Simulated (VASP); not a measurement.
Here is a VASP 6.6.1 calculation.

INCAR

```
PREC = Accurate
ENCUT = 520
EDIFF = 1E-6
ISMEAR = 0
SIGMA = 0.05
LREAL = F
LASPH = T
NELM = 120
ALGO = Normal
ISIF = 2
LWAVE = F
LCHARG = T
ISPIN = 2
MAGMOM = 3 0
LORBIT = 11
NUPDOWN = 4
LMAXMIX = 6
LDAU = T
LDAUTYPE = 2
LDAUL = 3 -1
LDAUU = 7 0
LDAUJ = 0 0
LDAUPRINT = 1
GGA = PS
LELF = T
LVHAR = T
```

Contents of KPOINTS:

```
Automatic mesh
0
Gamma
  7 7 7
```

POSCAR

```
ErO
1.0
    2.7442915000      0.0000000000      0.0000000000
    0.0000000000      2.7442915000      0.0000000000
    0.0000000000      0.0000000000      2.7442915000
Er O
1 1
Direct
    0.0000000000      0.0000000000      0.0000000000
    0.5000000000      0.5000000000      0.5000000000
```

Potentials or basis: VASP PAW PBE potentials, release 64 (Er, O).

Run with:

```sh
$ cat potpaw_PBE.64/Er/POTCAR potpaw_PBE.64/O/POTCAR > POTCAR
$ mpirun -np 1 vasp_std > vasp.out
```

Q: Estimate the pressure.

A: 49.2 GPa.

Eigenvalues of the final occupation matrices:
```
    site  spin  trace                         eigenvalues
site 1 f     1   7.01  1.00 1.00 1.00 1.00 1.00 1.00 1.01
site 1 f     2   4.01  0.01 0.01 0.01 0.99 0.99 0.99 1.01
```

Caveat: the magnetic or orbital state may not be the lowest; a pressure of tens of GPa on the cell as given is suspect, and the run, the potentials or the cell itself is likely at fault; the PAW data sets were made with another functional, which shifts forces and pressure a little; spin-orbit coupling is left out, which moves the levels of the heavy elements; the total moment is fixed, so each spin has its own Fermi level. The state reached can hang on the start; a lower one may exist.
